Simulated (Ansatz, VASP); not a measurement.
## YIn3 (YIn3 (Pm-3m)): VASP beside Ansatz

Aim: how closely do two programs agree when they are given the same cell, functional and k mesh? The cell is taken from a series of runs on this material, whose earlier steps may have relaxed, scaled, displaced or heated it; both programs get it as it stands.

Method: plane waves, with VASP 6.6.1 beside it; relaxation of cell and atoms at r2SCAN, in Ansatz 0.2.0.

**1. Starting point**

Symmetry: Pm-3m, No. 221, cubic system. Conventional cell: a = 4.626 Å, b = 4.626 Å, c = 4.626 Å, α = 90.00°, β = 90.00°, γ = 90.00°. Nearest to Y lie 12 In at 3.27 Å. Nearest to In lie 8 In at 3.27 Å and 4 Y at 3.27 Å. Farther neighbours are not listed.

**2. Ansatz: relaxation of cell and atoms, r2SCAN**

Ansatz runs on its default PAW (the set named soft_2) files.

The relaxed volume is the usual yardstick between codes: in a stiff, nearly cubic crystal its relative difference is about their pressure difference at one cell divided by the bulk modulus.

The input, input.yaml:

```yaml
crystal:
  lattice:
    - [4.6256449, 0.0, 0.0]
    - [0.0, 4.6256449, 0.0]
    - [0.0, 0.0, 4.6256449]
  atoms:
    - { symbol: "Y", position: [0.0, 0.0, 0.0] }
    - { symbol: In, position: [0.0, 0.5, 0.5] }
    - { symbol: In, position: [0.5, 0.5, 0.0] }
    - { symbol: In, position: [0.5, 0.0, 0.5] }
basis:
  ecutwfc: 500
  xc_grid: 2
hamiltonian:
  xc: r2scan
kpoints:
  mp_grid: { grid: [8, 8, 8] }
scf:
  occupations: { method: fermi_dirac, width: 0.05 }
  max_iter: 150
output:
  forces: true
  stress: true
relax:
  f_tol: 0.01
  max_steps: 60
  cell: {}
checkpoint:
  write: "../r2scan.run"
  compress: false
  write_wavefunctions: false
  write_every: 100000
```

Launch:

```console
ansatz run input.yaml --threads 4 --pin off --max-ram 6594MiB --backend cpu --events-out ev --progress --plain --runs-dir out
```

Numbers of over 12 decimals in the logs are rounded to 6 here.

What it wrote:

```text
Engine: ansatz 0.2.0, x86_64-unknown-linux-gnu
Pseudopotentials: kind: paw
Pseudopotential: Y, paw, valence charge 11, recommended cutoff 500 eV (meta_gga), Y.paw.azcp
Pseudopotential: In, paw, valence charge 13, recommended cutoff 500 eV (meta_gga), In.paw.azcp
Functional definition: r2SCAN
  parameter k0 = 0.174
  parameter k1 = 0.065
  parameter a1 = 4.9479
  exchange = r2scan_x(k0 = k0, k1 = k1, a1 = a1)
  correlation = r2scan_c
Crystal: 4 atoms, lattice volume = 98.973 Å³
Basis set: ecut = 500 eV, 2517 PW (Γ), exchange–correlation on 72×72×72 points (8 copies of the dense FFT grid, shifted against one another)
Bands: 30, of which v1, the nominal top of the filled ones, is band 25 counted from 1 (24 counted from 0)
Symmetry: 48 space group operations
Space group: Pm-3m (ITA 221), of the structure as read, at distance tolerance 4.6e-5 Å
k-points: 35 of 512
Non-local potential: Y, projectors of the file, l = 0: 3, l = 1: 2, l = 2: 2, l = 3: 1
Non-local potential: In, projectors of the file, l = 0: 2, l = 1: 2, l = 2: 2, l = 3: 2
PAW form: soft (Blöchl's): semilocal exchange-correlation on the pseudo side does not see the compensation charge
PAW frozen core: Y, regenerated for the run's functional (the file was generated under x = pbe(κ = 0.804, μ = 0.219515), c = pbe(β = 0.066725))
PAW frozen core: In, regenerated for the run's functional (the file was generated under x = pbe(κ = 0.804, μ = 0.219515), c = pbe(β = 0.066725))
PAW one-centre angular grid: Y, 590 points (default); XC on 160 Gauss nodes
PAW one-centre angular grid: In, 590 points (default); XC on 289 of its mesh's 2783 points in the sphere
Initial density: superposition of atomic densities (neutral atoms: chi_scale 0, normalization atom), corrected by the library's trained network
Initial wavefunctions: pseudopotential atomic-orbital guess
Functional: x = r2scan, c = r2scan; τ floored in thin density (d = 2e-4 eV/Å³)
SCF iter   1: F=—  HF=-20697.295443 eV  |F-HF|=—  |Δ(HF+E_count)|=         —  Δρ=7.84e-3  dr2=4.92e-2  dr2_τ=1.37e-2  ethr=1.77e-3  ⟨swp⟩=6.2  Hψ=4281  notcnv=0
preconditioner: auto → Kerker (q_TF=auto, 2.435 Å⁻¹)  [metal: Δε(μ)=0.060 eV  Ē_g=15.712 eV  σ=0.050 eV  W_gap=0.27  n_scr=26 (ndim 8)  ℏωp=25.9 eV  f_vac=0.000  D(μ)=1.19/eV (n_scr^D=6)]
SCF iter   2: F=—  HF=-20697.344218 eV  |F-HF|=—  |Δ(HF+E_count)|=   4.88e-2  Δρ=3.98e-3  dr2=1.73e-2  dr2_τ=2.65e-4  ethr=9.84e-5  ⟨swp⟩=2.1  Hψ=2321  notcnv=0  defer=2
SCF iter   3: F=—  HF=-20697.342119 eV  |F-HF|=—  |Δ(HF+E_count)|=   2.10e-3  Δρ=9.49e-4  dr2=2.00e-3  dr2_τ=8.37e-5  ethr=3.47e-5  ⟨swp⟩=2.6  Hψ=2049  notcnv=0  defer=2
SCF iter   4: F=—  HF=-20697.342331 eV  |F-HF|=—  |Δ(HF+E_count)|=   2.12e-4  Δρ=3.62e-4  dr2=3.21e-4  dr2_τ=6.63e-6  ethr=4.00e-6  ⟨swp⟩=2.0  Hψ=1425  notcnv=0  defer=2
SCF iter   5: F=—  HF=-20697.342406 eV  |F-HF|=—  |Δ(HF+E_count)|=   7.50e-5  Δρ=7.48e-5  dr2=1.27e-5  dr2_τ=1.72e-7  ethr=6.42e-7  ⟨swp⟩=2.0  Hψ=1263  notcnv=0  defer=2
SCF iter   6: F=—  HF=-20697.342413 eV  |F-HF|=—  |Δ(HF+E_count)|=   7.28e-6  Δρ=3.02e-5  dr2=1.49e-6  dr2_τ=1.99e-8  ethr=2.53e-8  ⟨swp⟩=2.0  Hψ=1263  notcnv=0  defer=2
SCF iter   7: F=—  HF=-20697.342414 eV  |F-HF|=—  |Δ(HF+E_count)|=   4.02e-7  Δρ=9.16e-6  dr2=1.65e-7  dr2_τ=4.36e-9  ethr=2.99e-9  ⟨swp⟩=3.0  Hψ=1981  notcnv=0  defer=2
SCF iter   8: F=-20697.342414 eV  HF=-20697.342414 eV  |F-HF|=9.82e-11  |Δ(HF+E_count)|=   1.78e-8  Δρ=1.56e-6  dr2=4.19e-9  dr2_τ=1.06e-10  ethr=2.00e-10  ⟨swp⟩=4.1  Hψ=3273  notcnv=0
SCF 1 converged in 8 iterations: F = -20697.342414 eV  dr2 = 4.19e-9
  greatest PAW one-centre occupation: 0.995 electrons in one spin orbital (limit 2), on the Y atom at site 0 (counted from 0), in its partial waves of l = 0
relax step   1: F+E_penalty+E_count = -20697.34241363 eV  Δ(F+E_penalty+E_count) = +0.000e0 eV  max|allowed force component| = 3.563e-29 eV/Å  Δτ_max = 0.0000 Å  P = -0.360 GPa  Ω = 98.973 Å³  (8 SCF iters, dr2 threshold 1.00e-7 eV, accepted)
[...]
relax step   2: F+E_penalty+E_count = -20697.34300715 eV  Δ(F+E_penalty+E_count) = -5.935e-4 eV  max|allowed force component| = 1.077e-29 eV/Å  Δτ_max = 0.0000 Å  P = +0.190 GPa  Ω = 98.089 Å³  energy of the carried Pulay correction = +1.123e-4 eV  (5 SCF iters, dr2 threshold 3.24e-7 eV, accepted)
[...]
relax step   3: F+E_penalty+E_count = -20697.34314673 eV  Δ(F+E_penalty+E_count) = -1.396e-4 eV  max|allowed force component| = 2.572e-30 eV/Å  Δτ_max = 0.0000 Å  P = -0.002 GPa  Ω = 98.392 Å³  energy of the carried Pulay correction = +7.364e-5 eV  (5 SCF iters, dr2 threshold 9.02e-8 eV, accepted)
[...]
relax step   4: F+E_penalty+E_count = -20697.34307747 eV  Δ(F+E_penalty+E_count) = +6.926e-5 eV  max|allowed force component| = 8.505e-30 eV/Å  Δτ_max = 0.0000 Å  P = -0.003 GPa  Ω = 98.392 Å³  stress off target by 2.55e-3 GPa  SCF on the basis re-selected at this cell (its energy is not comparable with the rows above)  (5 SCF iters)
basis re-selected at this cell: Δ(F+E_penalty+E_count) = +6.926e-5 eV, ΔP = -0.001 GPa vs the last step (what re-selecting the basis moved, of the pressure what is left beyond the Pulay correction that the steps carried, after the strain that the cell walked since its last selection, with what the two solves' SCF thresholds leave and, on support functions, any second-order correction that the steps lacked; it is no m [...]
SCF converged after 5 iterations
Free energy (F): -20697.343077 eV
Harris-Foulkes:  -20697.343077 eV  (|F-HF|=1.46e-11)
Internal energy: -20697.333552 eV  (E = F + TS)
E sigma→0 (E₀):  -20697.338315 eV
Entropy (-TS):   -0.009525 eV (-2.381 meV/atom)
Fermi energy:    11.686194 eV
--- Per-component energies (eV) ---
  E_band       = -146.838510
  E_kinetic    = 1034.107123
  E_local      = -3642.493262  (includes V_loc(G=0)·N_el)
  E_nonlocal   = 1149.236768
  E_hartree    = 1402.460894
  E_xc         = -773.744863
  E_vxc        = -547.024335  (∫ρ·V_xc dr)
  E_paw        = -15390.118987  (= ΣΔE_a)
  E_vpaw       = -980.698769  (= ΣTr[D̂ρ^β])
  E_aug_tail   = 0.000025  (compensation charges beyond the density's cutoff)
  E_vtau       = 35.112185  (kinetic-family band-sum trace: ∫τ·v_τ [+ j·A + Jᵃ·Aᵃ] dr)
  E_ewald      = -4479.523934
  E_core_change = 2.742684  (= ΣΔE_core)
  E_smearing   = -0.009525  (= −TS)
  E_closure    = -0.000000  (closes the sum)
  Σ components = -20697.343077   (vs F -20697.343077, Δ=0.00e0)
--- Forces (eV/Å), atoms counted from 1 ---
  atom   1  Y     -0.00000000     0.00000000    -0.00000000
  atom   2  In    -0.00000000     0.00000000    -0.00000000
  atom   3  In     0.00000000     0.00000000    -0.00000000
  atom   4  In    -0.00000000     0.00000000     0.00000000
  max |Σ_I F_I| component: 1.28e-29 eV/Å
--- Stress (GPa, compression-positive) ---
       -0.002547       0.000000       0.000000
        0.000000      -0.002547      -0.000000
        0.000000      -0.000000      -0.002547
  P = ⅓ Tr σ = -0.0025 GPa (-0.025 kbar)
--- Relaxed structure (3 steps of the walk, 3 accepted, 1 SCFs on fresh bases) ---
  F+E_penalty+E_count = -20697.34307747 eV   max|allowed force component| = 8.505e-30 eV/Å   (the final SCF, on the basis selected at the relaxed cell)
  cell:  # Å, volume = 98.3922 Å³
    - [4.616578, 0, 0]
    - [0, 4.616578, 0]
    - [0.0, 0, 4.616578]
  atoms:
    - { symbol: Y, position: [0, 0, 0] }
    - { symbol: In, position: [0, 0.5, 0.5] }
    - { symbol: In, position: [0.5, 0.5, 0] }
    - { symbol: In, position: [0.5, 0, 0.5] }
```

Reading the cycles: dr2 is the Hartree energy of the density residual (eV), the measure of convergence; HF is the Harris–Foulkes estimate of the energy, which meets the free energy F at convergence.

(Part 1 of 2 ends here.)

[Lines on the potential files, build, host, timing and source positions are cut from VASP's logs without a mark.]

[Logs are printed without paths, hosts, clocks, repeated set-up lines and the standing remarks that a program may print on its own settings, such as how far it seeks lower states.]

[Hosts, paths, dates, database ids (printed as entryN), source tags and the programs' standing remarks are cut or masked in the printed files.]
